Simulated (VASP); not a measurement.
An input for Ansatz (written as the equivalent of a VASP run, and not itself run):

Ansatz 0.2 input:
```yaml
crystal:
  lattice:
    - [-2.6676452, 2.6676452, 2.6676452]
    - [2.6676452, -2.6676452, 2.6676452]
    - [2.6676452, 2.6676452, -2.6676452]
  atoms:
    - { symbol: K, position: [0.0000000, 0.0000000, 0.0000000] }
kpoints:
  mp_grid: { grid: [10, 10, 10] }
hamiltonian:
  xc: r2scan
  dispersion: rvv10
  pseudopotentials: { kind: paw }
scf:
  occupations: { method: methfessel_paxton, width: 0.1 }
  max_iter: 100
output: { forces: true, stress: true, eigenvalues: true }
```

Task: Write the VASP files for the same calculation (r2SCAN+rVV10).

Result: This is not unique; one that fits is 
File KPOINTS:
```
Automatic mesh
0
Gamma
10 10 10
0 0 0
```

### POSCAR
```
K
1
   -2.6676452482     2.6676452482     2.6676452482
    2.6676452482    -2.6676452482     2.6676452482
    2.6676452482     2.6676452482    -2.6676452482
K
1
Direct
  0.0000000000   0.0000000000   0.0000000000
```

### INCAR
```
! general
SYSTEM  =K
PREC    =Accurate
ENCUT   =520   ! plane-wave cut-off (eV)
LREAL   =F   ! projection in real space or not
LASPH   =T   ! aspherical one-centre terms

! electronic loop
EDIFF   =1E-7
NELM    =100
ALGO    =Normal   ! blocked Davidson
LMIXTAU =T

! smearing
ISMEAR  =1
SIGMA   =0.1

! functional
METAGGA =R2SCAN
LUSE_VDW=T
BPARAM  =11.95
CPARAM  =0.0093

! ions
ISIF    =2

! output
LWAVE   =F
LCHARG  =F
```

POTCAR, in this order: K_sv (PBE.64 set). Program: vasp_std.

What does not carry over: each code has its own PAW files, so the cut-off isn't converted (ENCUT is set for VASP's; basis.ecutwfc is left out, and Ansatz then takes the one that its files recommend); Ansatz stops its SCF on the density residual and VASP on the energy change (EDIFF).

The compound is K in the bcc structure. This cell is one point of a volume scan, at 1.03 of the reference volume.
